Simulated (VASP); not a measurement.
# Ni5Au (P6/mmm) in VASP: a series of runs

Aim: see how the results for Ni5Au move with the level of theory and the settings. Levels: PBEsol, PBEsol+D3(BJ). Tasks: single point.

All numbers are computed with VASP 6.6.1; they aren't measurements. Logs are shortened: lines on timing, memory, paths and dates and some standing lists are left out, and cuts for length are marked.

**1. The crystal as given**

The structure is hexagonal, space group P6/mmm (No. 191). The conventional cell has a = 4.705 Å, b = 4.705 Å, c = 3.739 Å, α = 90.00°, β = 90.00°, γ = 120.00°. Around Ni (site symmetry -6m2) lie 6 Ni at 2.31 Å. Around Ni (site symmetry mmm) lie 8 Ni at 2.31 to 2.35 Å. Au (site symmetry 6/mmm) is surrounded by 18 Ni at 2.72 to 3.01 Å.

The cell was built by a generator and needn't be a form met in nature.

**2. Single point, PBEsol**

Input file INCAR:

```
ALGO     = Normal         # electronic algorithm
EDIFF    = 1E-6           # SCF threshold, eV
ENCUT    = 520            # plane-wave cutoff, eV
GGA      = PS             # functional
ISIF     = 2              # what is computed and relaxed
ISMEAR   = -1             # smearing method
LASPH    = True           # aspherical terms in the spheres
LCHARG   = False          # write CHGCAR
LREAL    = False          # projectors in reciprocal space
LWAVE    = False          # write WAVECAR
NBANDS   = 40             # bands
NELM     = 60             # most SCF steps
PREC     = Accurate       # precision mode
SIGMA    = 0.0187         # smearing width, eV
```

Input file KPOINTS:

```
k-points
0
Gamma
  5 5 5
```

Input file POSCAR:

```
Ni5Au
1.0
    2.3527280000      4.0750410000      0.0000000000
   -2.3527280000      4.0750410000      0.0000000000
    0.0000000000      0.0000000000      3.7391980000
Ni Au
5 1
Direct
    0.3333000000      0.3334000000      0.0000000000
    0.6666000000      0.6667000000      0.0000000000
    0.5000000000      0.5000000000      0.5000000000
    0.5000000000      0.0000000000      0.5000000000
    0.0000000000      0.5000000000      0.5000000000
    0.0000000000      0.0000000000      0.0000000000
```

Potentials or basis: VASP PAW PBE potentials, release 64 (Ni, Au).

Launch:

```bash
$ cat potpaw_PBE.64/Ni/POTCAR potpaw_PBE.64/Au/POTCAR > POTCAR
$ mpirun -np 1 vasp_std > vasp.out
```

OUTCAR:

```text
EDIFF = 1E-6
   ENCUT = 520
   GGA = PS
   ISIF = 2
   ISMEAR = -1
   LASPH = True
   LREAL = False
   NELM = 60
   PREC = Accurate

 ion  position               nearest neighbor table
   1  0.333  0.333  0.000-   3 2.31   3 2.31   5 2.31   5 2.31   4 2.31   4 2.31   2 2.72   6 2.72
                             6 2.72   2 2.72   2 2.72   6 2.72
   2  0.667  0.667  0.000-   3 2.31   3 2.31   4 2.31   4 2.31   5 2.31   5 2.31   1 2.72   6 2.72
                             6 2.72   1 2.72   1 2.72   6 2.72
   3  0.500  0.500  0.500-   1 2.31   2 2.31   1 2.31   2 2.31   4 2.35   5 2.35   4 2.35   5 2.35
                             6 3.01   6 3.01   6 3.01   6 3.01
   4  0.500  0.000  0.500-   2 2.31   2 2.31   1 2.31   1 2.31   3 2.35   3 2.35   5 2.35   5 2.35
                             6 3.01   6 3.01   6 3.01   6 3.01
   5  0.000  0.500  0.500-   1 2.31   1 2.31   2 2.31   2 2.31   3 2.35   3 2.35   4 2.35   4 2.35
                             6 3.01   6 3.01   6 3.01   6 3.01
   6  0.000  0.000  0.000-   2 2.72   1 2.72   2 2.72   1 2.72   2 2.72   1 2.72   4 3.01   5 3.01
                             4 3.01   5 3.01   5 3.01   5 3.01   4 3.01   4 3.01   3 3.01   3 3.01

  LATTYP: Found a hexagonal cell.
 ALAT       =     4.7054530275
 C/A-ratio  =     0.7946520724

  Lattice vectors:

 A1 = (   2.3527280000,  -4.0750410000,   0.0000000000)
 A2 = (   2.3527280000,   4.0750410000,   0.0000000000)
 A3 = (   0.0000000000,   0.0000000000,   3.7391980000)

Analysis of symmetry for initial positions (statically):
=====================================================================
 Subroutine PRICEL returns:
 Original cell was already a primitive cell.

 Routine SETGRP: Setting up the symmetry group for a
 hexagonal supercell.

 Subroutine GETGRP returns: Found  4 space group operations
 (whereof  4 operations were pure point group operations)
 out of a pool of 24 trial point group operations.

The static configuration has the point symmetry C_2v.

Analysis of symmetry for dynamics (positions and initial velocities):
=====================================================================
 Subroutine PRICEL returns:
 Original cell was already a primitive cell.

 Routine SETGRP: Setting up the symmetry group for a
 hexagonal supercell.

 Subroutine GETGRP returns: Found  4 space group operations
 (whereof  4 operations were pure point group operations)
 out of a pool of 24 trial point group operations.

The dynamic configuration has the point symmetry C_2v.

 Subroutine INISYM returns: Found  4 space group operations
 (whereof  4 operations are pure point group operations),
 and found     1 'primitive' translations

----------------------------------------------------------------------------------------

                                     Primitive cell

  volume of cell :      71.6988

  direct lattice vectors                    reciprocal lattice vectors
     2.352728000  4.075041000  0.000000000     0.212519254  0.122698152  0.000000000
    -2.352728000  4.075041000  0.000000000    -0.212519254  0.122698152  0.000000000
     0.000000000  0.000000000  3.739198000     0.000000000  0.000000000  0.267437028

  length of vectors
     4.705453027  4.705453027  3.739198000     0.245396149  0.245396149  0.267437028

  position of ions in fractional coordinates (direct lattice)
     0.333300000  0.333400000  0.000000000
     0.666600000  0.666700000  0.000000000
     0.500000000  0.500000000  0.500000000
     0.500000000  1.000000000  0.500000000
     1.000000000  0.500000000  0.500000000
     0.000000000  0.000000000  0.000000000

  ion indices of the primitive-cell ions
   primitive index   ion index
                 1           1
                 2           2
                 3           3
                 4           4
                 5           5
                 6           6

----------------------------------------------------------------------------------------

 KPOINTS: k-points

Automatic generation of k-mesh.
 Grid dimensions read from file:
 generate k-points for:    5    5    5

 Generating k-lattice:

  Cartesian coordinates                     Fractional coordinates (reciprocal lattice)
     0.042503851  0.024539630  0.000000000     0.200000000  0.000000000  0.000000000
    -0.042503851  0.024539630  0.000000000     0.000000000  0.200000000  0.000000000
     0.000000000  0.000000000  0.053487406     0.000000000  0.000000000  0.200000000

  Length of vectors
     0.049079230  0.049079230  0.053487406

  Shift w.r.t. Gamma in fractional coordinates (k-lattice)
     0.000000000  0.000000000  0.000000000

 Subroutine IBZKPT returns following result:
 ===========================================

 Found     27 irreducible k-points:

 Following reciprocal coordinates:
            Coordinates               Weight
  0.000000  0.000000  0.000000      1.000000
  0.200000  0.000000  0.000000      4.000000
  0.200000  0.200000  0.000000      2.000000
  0.400000  0.000000  0.000000      4.000000
  0.400000  0.400000  0.000000      2.000000
  0.400000  0.200000  0.000000      4.000000
[... 16 lines left out ...]
  0.400000  0.400000  0.400000      4.000000
  0.400000  0.200000  0.400000      8.000000
 [... further k-points ...]
   k-points           NKPTS =     27   k-points in BZ     NKDIM =     27   number of bands    NBANDS=     40
   number of dos      NEDOS =    301   number of ions     NIONS =      6
   total plane-waves  NPLWV =  36288
   dimension x,y,z NGX =    36 NGY =   36 NGZ =   28
   dimension x,y,z NGXF=    72 NGYF=   72 NGZF=   56
   ions per type =               5   1
   NGX,Y,Z   is equivalent  to a cutoff of  12.72, 12.72, 12.45 a.u.
   NGXF,Y,Z  is equivalent  to a cutoff of  25.44, 25.44, 24.90 a.u.
 SYSTEM =  unknown system
   PREC   = accura    normal or accurate (medium, high low for compatibility)
   ISTART =      0    job   : 0-new  1-cont  2-samecut
   ICHARG =      2    charge: 1-file 2-atom 10-const
   ISPIN  =      1    spin polarized calculation?
   LNONCOLLINEAR =      F non collinear calculations
   LSORBIT =      F    spin-orbit coupling
   LASPH  =      T    aspherical Exc in radial PAW
   ENCUT  =  520.0 eV  38.22 Ry    6.18 a.u.   8.75  8.75  6.95*2*pi/ulx,y,z
   NELM   =     60;   NELMIN=  2; NELMDL= -5     # of ELM steps
   EDIFF  = 0.1E-05   stopping-criterion for ELM
   LREAL  =      F    real-space projection
   EDIFFG = 0.1E-04   stopping-criterion for IOM
   NSW    =      0    number of steps for IOM
   IBRION =     -1    ionic relax: 0-MD 1-quasi-New 2-CG
   NFREE  =      0    steps in history (QN), initial steepest desc. (CG)
   ISIF   =      2    stress and relaxation
   ISYM   =      2    0-nonsym 1-usesym 2-fastsym
   POTIM  = 0.5000    time-step for ionic-motion
   TEBEG  =    0.0;   TEEND  =   0.0 temperature during run
   PSTRESS=    0.0 pullay stress
   NELECT =      61.0000    total number of electrons
   NUPDOWN=      -1.0000    fix difference up-down
   EMIN   =  10.00;   EMAX   =-10.00  energy-range for DOS
   EFERMI =   0.00;   METHOD = LEGACY
   ISMEAR =    -1;   SIGMA  =   0.02  broadening in eV -4-tet -1-fermi 0-gaus
   EFERMI_NEDOS =   21; number of points for ismear=-14 and -15
   IALGO  =     38    algorithm
   IMIX   =      4    mixing-type and parameters
     AMIX     =   0.40;   BMIX     =  1.00
     AMIX_MAG =   1.60;   BMIX_MAG =  1.00
  volume/ion in A,a.u.               =      11.95        80.64
  Fermi-wavevector in a.u.,A,eV,Ry     =   1.551246  2.931430 32.740579  2.406365
  Thomas-Fermi vector in A             =   2.655793
   LORBIT       =      0    0 simple, 1 ext, 2 COOP (PROOUT), +10 PAW based schemes
   GGA     = PS    functional components
   LHFCALC =     F    Hartree Fock is set to
   AEXX    =    0.0000 exact exchange contribution
   IVDW    =     0    specifies the selected vdW correction
   LEPSILON=     F    determine dielectric tensor
   LRPA    =     F    only Hartree local field effects (RPA)
 non-spin polarized calculation
  energy-cutoff  :      520.00
  volume of cell :       71.70
 maximum number of plane-waves:      1946
   NGX = 17   NGY = 17   NGZ = 13

 number of electron      61.0000002 magnetization

 Free energy of the ion-electron system (eV)
  ---------------------------------------------------
  ext. energy  EPLUGINS =         0.00000000
  ---------------------------------------------------
  free energy    TOTEN  =       -32.77944695 eV

  energy without entropy =      -32.76063544  energy(sigma->0) =      -32.77004120

 E-fermi :   9.0076     XC(G=0): -13.2140

 val. band max:        8.9985455169   @ k =  -0.4000   0.2000   0.4000
 cond. band min:       9.0076583187   @ k =   0.2000   0.0000   0.4000
 fundamental gap:      0.0091128018
 Fermi energy:         9.0076031666

 k-point     1 :       0.0000    0.0000    0.0000
  band No.  band energies     occupation
      1      -0.1429      2.00000
      2       3.5853      2.00000
      3       3.9888      2.00000
      4       3.9889      2.00000
      5       4.2969      2.00000
      6       4.5507      2.00000
[... 32 lines left out ...]
     39      17.8544      0.00000
     40      21.0028      0.00000

 k-point     2 :       0.2000    0.0000    0.0000
  band No.  band energies     occupation
      1       0.2607      2.00000
      2       3.6687      2.00000
      3       3.8230      2.00000
      4       4.1460      2.00000
      5       4.3598      2.00000
      6       4.6003      2.00000
[... 32 lines left out ...]
     39      18.0099      0.00000
     40      19.1865      0.00000

 k-point     3 :       0.2000    0.2000    0.0000
  band No.  band energies     occupation
      1       0.2607      2.00000
      2       3.6685      2.00000
      3       3.8232      2.00000
      4       4.1461      2.00000
      5       4.3598      2.00000
      6       4.6000      2.00000
[... 32 lines left out ...]
     39      18.0099      0.00000
     40      19.1867      0.00000

 k-point     4 :       0.4000    0.0000    0.0000
  band No.  band energies     occupation
      1       1.3868      2.00000
      2       2.8318      2.00000
      3       3.9870      2.00000
      4       4.4919      2.00000
      5       4.5165      2.00000
      6       4.6901      2.00000
[... 32 lines left out ...]
     39      18.1006      0.00000
     40      18.2124      0.00000
[... 772 lines left out ...]
     39      19.4975      0.00000
     40      19.5053      0.00000

 k-point    23 :       0.4000    0.4000    0.4000
  band No.  band energies     occupation
      1       2.7488      2.00000
      2       3.3868      2.00000
      3       3.8309      2.00000
      4       4.1181      2.00000
      5       4.5477      2.00000
      6       4.6670      2.00000
[... 32 lines left out ...]
     39      19.4975      0.00000
     40      19.5054      0.00000

 k-point    24 :       0.4000    0.2000    0.4000
  band No.  band energies     occupation
      1       2.5081      2.00000
      2       3.5942      2.00000
      3       3.6632      2.00000
      4       4.1774      2.00000
      5       4.2968      2.00000
      6       4.6535      2.00000
[... 32 lines left out ...]
     39      18.1300      0.00000
     40      18.2108      0.00000

 [... further k-points ...]
[... 5 lines left out ...]
  --------------------------------------------------------------------------------------
  -------------------------------------------------------------------------------------
  Total       -1.1718094     -1.1688889      6.7999916      0.0000000      0.0000000      0.0000000
  in kB      -26.1851709    -26.1199086    151.9521326      0.0000000      0.0000000      0.0000000
  external PRESSURE =      33.2156843 kB  Pullay stress =       0.0000000 kB

 VOLUME and BASIS-vectors are now :
 -----------------------------------------------------------------------------
  energy-cutoff  :      520.00
  volume of cell :       71.70
      direct lattice vectors                 reciprocal lattice vectors
     2.352728000  4.075041000  0.000000000     0.212519254  0.122698152  0.000000000
    -2.352728000  4.075041000  0.000000000    -0.212519254  0.122698152  0.000000000
     0.000000000  0.000000000  3.739198000     0.000000000  0.000000000  0.267437028

 POSITION                                       TOTAL-FORCE (eV/Angst)
 -----------------------------------------------------------------------------------
     -0.00024      2.71683      0.00000         0.001478     -0.001160      0.000000
     -0.00024      5.43325      0.00000         0.001478      0.001160      0.000000
      0.00000      4.07504      1.86960         0.000269      0.000000      0.000000
      1.17636      2.03752      1.86960        -0.001013      0.000740      0.000000
     -1.17636      2.03752      1.86960        -0.001013     -0.000740      0.000000
      0.00000      0.00000      0.00000        -0.001200      0.000000      0.000000
 -----------------------------------------------------------------------------------
    total drift:                                0.000013      0.000000      0.000000

  FREE ENERGIE OF THE ION-ELECTRON SYSTEM (eV)
  ---------------------------------------------------
  free  energy   TOTEN  =       -32.7794469498 eV

  energy  without entropy=      -32.7606354439  energy(sigma->0) =      -32.77004120
```

It took 42 s on 1 thread of Intel Xeon 6975P-C (Granite Rapids), shared host; peak memory 0.21 GiB.

Results:

| Quantity | Value |
| --- | --- |
| Free energy | -32.7794 eV |
| Pressure | 3.3 GPa |
| Band gap on the k mesh | none (metal or under the smearing width) |

Caveat: the PAW data sets were made with another functional, which shifts forces and pressure a little. Spin-orbit coupling is left out, which matters for the levels of Au.

(Continued in part 2 of 2.)
